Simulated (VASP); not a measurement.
# CuW (Pm-3m) in VASP: further runs

The runs below take CuW through single point, relaxation of cell and atoms, with PBE.

Everything below comes from runs of VASP 6.6.1. Logs are shortened: lines on timing, memory, paths and dates and some standing lists are left out, and cuts for length are marked.

## (1) Starting point

It takes space group Pm-3m (No. 221, cubic). The conventional cell has a = 3.037 Å, b = 3.037 Å, c = 3.037 Å, α = 90.00°, β = 90.00°, γ = 90.00°. Around W (site symmetry m-3m) lie 8 Cu at 2.63 Å. Cu (site symmetry m-3m) is surrounded by 8 W at 2.63 Å.

The cell was built by a generator and needn't be a form met in nature.

## (2) Single point, PBE

Contents of INCAR:

```
SYSTEM = CuW
PREC = Accurate
ENCUT = 520
EDIFF = 1E-6
ISMEAR = -1
SIGMA = 0.1
LREAL = .False.
LASPH = .True.
NELM = 60
ALGO = Normal
ISIF = 2
LWAVE = .False.
LCHARG = .True.
GGA = PE
LELF = .True.
LVHAR = .True.
NBANDS = 20
```

Contents of KPOINTS:

```
Automatic mesh
0
Gamma
  6 6 6
  0 0 0
```

Contents of POSCAR:

```
CuW
1.0
    3.0374253222      0.0000000000      0.0000000000
    0.0000000000      3.0374253222      0.0000000000
    0.0000000000      0.0000000000      3.0374253222
W Cu
1 1
Direct
    0.0000000000      0.0000000000      0.0000000000
    0.5000000000      0.5000000000      0.5000000000
```

Potentials or basis: VASP PAW PBE potentials, release 64 (W_sv, Cu).

Started as:

```
$ cat potpaw_PBE.64/W_sv/POTCAR potpaw_PBE.64/Cu/POTCAR > POTCAR
$ mpirun -np 1 vasp_std > vasp.out
```

OUTCAR:

```text
SYSTEM = CuW
   PREC = Accurate
   ENCUT = 520
   EDIFF = 1E-6
   ISMEAR = -1
   LREAL = .False.
   LASPH = .True.
   NELM = 60
   ISIF = 2
   GGA = PE

 ion  position               nearest neighbor table
   1  0.000  0.000  0.000-   2 2.63   2 2.63   2 2.63   2 2.63   2 2.63   2 2.63   2 2.63   2 2.63

   2  0.500  0.500  0.500-   1 2.63   1 2.63   1 2.63   1 2.63   1 2.63   1 2.63   1 2.63   1 2.63

  LATTYP: Found a simple cubic cell.
 ALAT       =     3.0374253222

  Lattice vectors:

 A1 = (   3.0374253222,   0.0000000000,   0.0000000000)
 A2 = (   0.0000000000,   3.0374253222,   0.0000000000)
 A3 = (   0.0000000000,   0.0000000000,   3.0374253222)

Analysis of symmetry for initial positions (statically):
=====================================================================
 Subroutine PRICEL returns:
 Original cell was already a primitive cell.

 Routine SETGRP: Setting up the symmetry group for a
 simple cubic supercell.

 Subroutine GETGRP returns: Found 48 space group operations
 (whereof 48 operations were pure point group operations)
 out of a pool of 48 trial point group operations.

The static configuration has the point symmetry O_h .

Analysis of symmetry for dynamics (positions and initial velocities):
=====================================================================
 Subroutine PRICEL returns:
 Original cell was already a primitive cell.

 Routine SETGRP: Setting up the symmetry group for a
 simple cubic supercell.

 Subroutine GETGRP returns: Found 48 space group operations
 (whereof 48 operations were pure point group operations)
 out of a pool of 48 trial point group operations.

The dynamic configuration has the point symmetry O_h .

 Subroutine INISYM returns: Found 48 space group operations
 (whereof 48 operations are pure point group operations),
 and found     1 'primitive' translations

----------------------------------------------------------------------------------------

                                     Primitive cell

  volume of cell :      28.0231

  direct lattice vectors                    reciprocal lattice vectors
     3.037425322  0.000000000  0.000000000     0.329226201  0.000000000  0.000000000
     0.000000000  3.037425322  0.000000000     0.000000000  0.329226201  0.000000000
     0.000000000  0.000000000  3.037425322     0.000000000  0.000000000  0.329226201

  length of vectors
     3.037425322  3.037425322  3.037425322     0.329226201  0.329226201  0.329226201

  position of ions in fractional coordinates (direct lattice)
     0.000000000  0.000000000  0.000000000
     0.500000000  0.500000000  0.500000000

  ion indices of the primitive-cell ions
   primitive index   ion index
                 1           1
                 2           2

----------------------------------------------------------------------------------------

 KPOINTS: Automatic mesh

Automatic generation of k-mesh.
 Grid dimensions read from file:
 generate k-points for:    6    6    6

 Generating k-lattice:

  Cartesian coordinates                     Fractional coordinates (reciprocal lattice)
     0.054871034  0.000000000  0.000000000     0.166666667  0.000000000  0.000000000
     0.000000000  0.054871034  0.000000000     0.000000000  0.166666667  0.000000000
     0.000000000  0.000000000  0.054871034     0.000000000  0.000000000  0.166666667

  Length of vectors
     0.054871034  0.054871034  0.054871034

  Shift w.r.t. Gamma in fractional coordinates (k-lattice)
     0.000000000  0.000000000  0.000000000

 Subroutine IBZKPT returns following result:
 ===========================================

 Found     20 irreducible k-points:

 Following reciprocal coordinates:
            Coordinates               Weight
  0.000000  0.000000  0.000000      1.000000
  0.166667  0.000000  0.000000      6.000000
  0.333333  0.000000  0.000000      6.000000
  0.500000  0.000000  0.000000      3.000000
  0.166667  0.166667  0.000000     12.000000
  0.333333  0.166667  0.000000     24.000000
[... 12 lines left out ...]
  0.500000  0.500000  0.333333      6.000000
  0.500000  0.500000  0.500000      1.000000
   k-points           NKPTS =     20   k-points in BZ     NKDIM =     20   number of bands    NBANDS=     20
   number of dos      NEDOS =    301   number of ions     NIONS =      2
   total plane-waves  NPLWV =  13824
   dimension x,y,z NGX =    24 NGY =   24 NGZ =   24
   dimension x,y,z NGXF=    48 NGYF=   48 NGZF=   48
   ions per type =               1   1
   NGX,Y,Z   is equivalent  to a cutoff of  13.14, 13.14, 13.14 a.u.
   NGXF,Y,Z  is equivalent  to a cutoff of  26.27, 26.27, 26.27 a.u.
 SYSTEM =  CuW
   PREC   = accura    normal or accurate (medium, high low for compatibility)
   ISTART =      0    job   : 0-new  1-cont  2-samecut
   ICHARG =      2    charge: 1-file 2-atom 10-const
   ISPIN  =      1    spin polarized calculation?
   LNONCOLLINEAR =      F non collinear calculations
   LSORBIT =      F    spin-orbit coupling
   LASPH  =      T    aspherical Exc in radial PAW
   ENCUT  =  520.0 eV  38.22 Ry    6.18 a.u.   5.65  5.65  5.65*2*pi/ulx,y,z
   NELM   =     60;   NELMIN=  2; NELMDL= -5     # of ELM steps
   EDIFF  = 0.1E-05   stopping-criterion for ELM
   LREAL  =      F    real-space projection
   EDIFFG = 0.1E-04   stopping-criterion for IOM
   NSW    =      0    number of steps for IOM
   IBRION =     -1    ionic relax: 0-MD 1-quasi-New 2-CG
   NFREE  =      0    steps in history (QN), initial steepest desc. (CG)
   ISIF   =      2    stress and relaxation
   ISYM   =      2    0-nonsym 1-usesym 2-fastsym
   POTIM  = 0.5000    time-step for ionic-motion
   TEBEG  =    0.0;   TEEND  =   0.0 temperature during run
   PSTRESS=    0.0 pullay stress
   NELECT =      25.0000    total number of electrons
   NUPDOWN=      -1.0000    fix difference up-down
   EMIN   =  10.00;   EMAX   =-10.00  energy-range for DOS
   EFERMI =   0.00;   METHOD = LEGACY
   ISMEAR =    -1;   SIGMA  =   0.10  broadening in eV -4-tet -1-fermi 0-gaus
   EFERMI_NEDOS =   21; number of points for ismear=-14 and -15
   IALGO  =     38    algorithm
   IMIX   =      4    mixing-type and parameters
     AMIX     =   0.40;   BMIX     =  1.00
     AMIX_MAG =   1.60;   BMIX_MAG =  1.00
  volume/ion in A,a.u.               =      14.01        94.55
  Fermi-wavevector in a.u.,A,eV,Ry     =   1.575975  2.978160 33.792736  2.483696
  Thomas-Fermi vector in A             =   2.676878
   LORBIT       =      0    0 simple, 1 ext, 2 COOP (PROOUT), +10 PAW based schemes
   GGA     = PE    functional components
   LHFCALC =     F    Hartree Fock is set to
   AEXX    =    0.0000 exact exchange contribution
   IVDW    =     0    specifies the selected vdW correction
   LEPSILON=     F    determine dielectric tensor
   LRPA    =     F    only Hartree local field effects (RPA)
 non-spin polarized calculation
  energy-cutoff  :      520.00
  volume of cell :       28.02
 maximum number of plane-waves:       768
 NGX is ok and might be reduce to    24

 number of electron      24.9999985 magnetization

 Free energy of the ion-electron system (eV)
  ---------------------------------------------------
  ext. energy  EPLUGINS =         0.00000000
  ---------------------------------------------------
  free energy    TOTEN  =       -15.44315219 eV

  energy without entropy =      -15.35616880  energy(sigma->0) =      -15.39966049

 E-fermi :   9.6587     XC(G=0): -13.2164

 val. band max:        9.6457761399   @ k =   0.3333   0.3333   0.1667
 cond. band min:       9.6614473057   @ k =   0.5000   0.1667   0.0000
 fundamental gap:      0.0156711658
 Fermi energy:         9.6586959040

 k-point     1 :       0.0000    0.0000    0.0000
  band No.  band energies     occupation
      1     -64.4460      2.00000
      2     -28.4708      2.00000
      3     -28.4708      2.00000
      4     -28.4708      2.00000
      5       0.1446      2.00000
      6       4.3675      2.00000
[... 12 lines left out ...]
     19      24.8572      0.00000
     20      26.5567      0.00000

 k-point     2 :       0.1667    0.0000    0.0000
  band No.  band energies     occupation
      1     -64.4421      2.00000
      2     -28.5582      2.00000
      3     -28.4639      2.00000
      4     -28.4639      2.00000
      5       0.7351      2.00000
      6       4.6027      2.00000
[... 12 lines left out ...]
     19      24.1367      0.00000
     20      25.5157      0.00000

 k-point     3 :       0.3333    0.0000    0.0000
  band No.  band energies     occupation
      1     -64.4344      2.00000
      2     -28.7295      2.00000
      3     -28.4502      2.00000
      4     -28.4502      2.00000
      5       2.2823      2.00000
      6       5.0328      2.00000
[... 12 lines left out ...]
     19      22.1224      0.00000
     20      24.9713      0.00000

 k-point     4 :       0.5000    0.0000    0.0000
  band No.  band energies     occupation
      1     -64.4305      2.00000
      2     -28.8134      2.00000
      3     -28.4433      2.00000
      4     -28.4433      2.00000
      5       3.7750      2.00000
      6       4.6910      2.00000
[... 12 lines left out ...]
     19      24.4523      0.00000
     20      24.4523      0.00000

 k-point     5 :       0.1667    0.1667    0.0000
  band No.  band energies     occupation
      1     -64.4383      2.00000
      2     -28.5539      2.00000
      3     -28.5464      2.00000
      4     -28.4569      2.00000
      5       1.2927      2.00000
      6       4.7741      2.00000
[... 12 lines left out ...]
     19      23.9030      0.00000
     20      26.6310      0.00000
[... 261 lines left out ...]
      6       5.2526      2.00000
[... 12 lines left out ...]
     19      21.0626      0.00000
     20      23.6175      0.00000

 k-point    18 :       0.5000    0.3333    0.3333
  band No.  band energies     occupation
      1     -64.4079      2.00000
      2     -28.7517      2.00000
      3     -28.6645      2.00000
      4     -28.6623      2.00000
      5       4.8608      2.00000
      6       5.2033      2.00000
[... 12 lines left out ...]
     19      20.7825      0.00000
     20      21.9125      0.00000

 k-point    19 :       0.5000    0.5000    0.3333
  band No.  band energies     occupation
      1     -64.4042      2.00000
      2     -28.7425      2.00000
      3     -28.7425      2.00000
      4     -28.6551      2.00000
      5       4.9673      2.00000
      6       5.3812      2.00000
[... 12 lines left out ...]
     19      22.2791      0.00000
     20      23.0012      0.00000

 k-point    20 :       0.5000    0.5000    0.5000
  band No.  band energies     occupation
      1     -64.4004      2.00000
      2     -28.7339      2.00000
      3     -28.7339      2.00000
      4     -28.7339      2.00000
      5       5.6808      2.00000
      6       5.6808      2.00000
[... 12 lines left out ...]
     19      19.8445      0.00000
     20      22.1880      0.00000

------------------------ aborting loop because EDIFF is reached ----------------------------------------

  FORCE on cell =-STRESS in cart. coord.  units (eV):
  Direction    XX          YY          ZZ          XY          YZ          ZX
  --------------------------------------------------------------------------------------
  -------------------------------------------------------------------------------------
  Total        0.1085440      0.1085440      0.1085440      0.0000000      0.0000000     -0.0000000
  in kB        6.2058229      6.2058229      6.2058229      0.0000000      0.0000000     -0.0000000
  external PRESSURE =       6.2058229 kB  Pullay stress =       0.0000000 kB

 VOLUME and BASIS-vectors are now :
 -----------------------------------------------------------------------------
  energy-cutoff  :      520.00
  volume of cell :       28.02
      direct lattice vectors                 reciprocal lattice vectors
     3.037425322  0.000000000  0.000000000     0.329226201  0.000000000  0.000000000
     0.000000000  3.037425322  0.000000000     0.000000000  0.329226201  0.000000000
     0.000000000  0.000000000  3.037425322     0.000000000  0.000000000  0.329226201

 POSITION                                       TOTAL-FORCE (eV/Angst)
 -----------------------------------------------------------------------------------
      0.00000      0.00000      0.00000         0.000000      0.000000      0.000000
      1.51871      1.51871      1.51871         0.000000      0.000000      0.000000
 -----------------------------------------------------------------------------------
    total drift:                                0.000000      0.000000     -0.000000

  FREE ENERGIE OF THE ION-ELECTRON SYSTEM (eV)
  ---------------------------------------------------
  free  energy   TOTEN  =       -15.4431521856 eV

  energy  without entropy=      -15.3561688029  energy(sigma->0) =      -15.39966049
```

It used 6.8 s of CPU time on 1 thread of Intel(R) Xeon(R) Platinum 8488C (Sapphire Rapids) (shared host), which was overloaded at the time.

What came out:

```yaml
Free_energy: -15.4432 eV
Pressure: 0.6 GPa
Band_gap_on_the_k_mesh: none (metal or under the smearing width)
```

Levels at points of the mesh, in eV from the Fermi level:
| k point | band 8 | band 9 | band 10 | band 11 | band 12 | band 13 | band 14 | band 15 | band 16 | band 17 |
| --- | --- | --- | --- | --- | --- | --- | --- | --- | --- | --- |
| (0.00, 0.00, 0.00) | -3.50 | -3.50 | -3.50 | -1.05 | -1.05 | 2.74 | 2.74 | 2.74 | 7.56 | 7.56 |
| (0.50, 0.00, 0.00) | -3.51 | -3.51 | -3.22 | -2.38 | -2.10 | -0.38 | -0.38 | 2.41 | 4.48 | 11.77 |
| (0.50, 0.50, 0.00) | -4.21 | -2.82 | -2.38 | -0.54 | -0.06 | -0.06 | 1.76 | 1.76 | 4.02 | 7.49 |
| (0.50, 0.50, 0.50) | -3.88 | -3.88 | -3.88 | -2.80 | -2.80 | 4.03 | 4.18 | 4.18 | 7.13 | 7.13 |

The run has no spin-orbit coupling, so splittings on W are missing.

## (3) Relaxation of cell and atoms, PBE

This run uses another cell than the first one, of 13.06 Å³/atom, 0.932 times its volume.

Contents of INCAR:

```
SYSTEM = CuW
ALGO     = Normal         ! electronic algorithm
EDIFF    = 1E-6           ! SCF threshold, eV
EDIFFG   = -0.01          ! ionic threshold
ENCUT    = 600            ! plane-wave cutoff, eV
GGA      = PE             ! functional
IBRION   = 2              ! ionic algorithm
ISIF     = 3              ! what is computed and relaxed
ISMEAR   = -1             ! smearing method
LASPH    = .TRUE.         ! aspherical terms in the spheres
LCHARG   = .FALSE.        ! write CHGCAR
LREAL    = .FALSE.        ! projectors in reciprocal space
LWAVE    = .FALSE.        ! write WAVECAR
NELM     = 80             ! most SCF steps
NSW      = 60             ! ionic steps
PREC     = Accurate       ! precision mode
SIGMA    = 0.1            ! smearing width, eV
```

Contents of KPOINTS:

```
k-points
0
G
  6 6 6
  0 0 0
```

Contents of POSCAR:

```
CuW
1.0
    2.9671120000      0.0000000000      0.0000000000
    0.0000000000      2.9671120000      0.0000000000
    0.0000000000      0.0000000000      2.9671120000
W Cu
1 1
Direct
    0.0000000000      0.0000000000      0.0000000000
    0.5000000000      0.5000000000      0.5000000000
```

Potentials or basis: VASP PAW PBE potentials, release 64 (W_sv, Cu).

Started as:

```
$ cat potpaw_PBE.64/W_sv/POTCAR potpaw_PBE.64/Cu/POTCAR > POTCAR
$ mpirun -np 1 vasp_std > vasp.out
```

Wall time 30 s (1 thread of Intel Xeon Platinum 8488C (Sapphire Rapids), shared host); peak memory 0.14 GiB.

The run converged. Its results:

```
Free energy                            : -15.4430 eV
Relaxed volume                         : 14.03 Å³/atom
Relaxed cell                           : a = 3.039 Å, b = 3.039 Å, c = 3.039 Å, α = 90.00°, β = 90.00°, γ = 90.00°
Space group after relaxing (to 0.05 Å) : Pm-3m (No. 221)
Energy gained by relaxing              : 56.1 meV/atom
Ionic steps                            : 6
Pressure after relaxing                : 0.0 GPa
Band gap on the k mesh                 : none (metal or under the smearing width)
```

The path:
```csv
step,energy change (eV),largest force (eV/Å),pressure (GPa),volume (Å³)
1,0.0000,0.0000,19.77,26.12
2,0.2989,0.0000,-24.67,32.70
3,-0.1118,0.0000,-0.70,28.18
4,-0.1121,0.0000,-0.17,28.11
5,-0.1121,0.0000,0.13,28.07
6,-0.1121,0.0000,0.01,28.07
```

Final structure:
```
CELL_PARAMETERS angstrom
3.03896 0.00000 0.00000
0.00000 3.03896 0.00000
0.00000 0.00000 3.03896
ATOMIC_POSITIONS crystal
W 0.00000 0.00000 0.00000
Cu 0.50000 0.50000 0.50000
```

Levels at points of the mesh, in eV from the Fermi level:
| k point | band 10 | band 11 | band 12 | band 13 | band 14 | band 15 |
| --- | --- | --- | --- | --- | --- | --- |
| (0.00, 0.00, 0.00) | -3.49 | -1.05 | -1.05 | 2.74 | 2.74 | 2.74 |
| (0.50, 0.00, 0.00) | -3.21 | -2.37 | -2.09 | -0.38 | -0.38 | 2.40 |
| (0.50, 0.50, 0.00) | -2.38 | -0.54 | -0.06 | -0.06 | 1.76 | 1.76 |

[end of part 1 of 3]
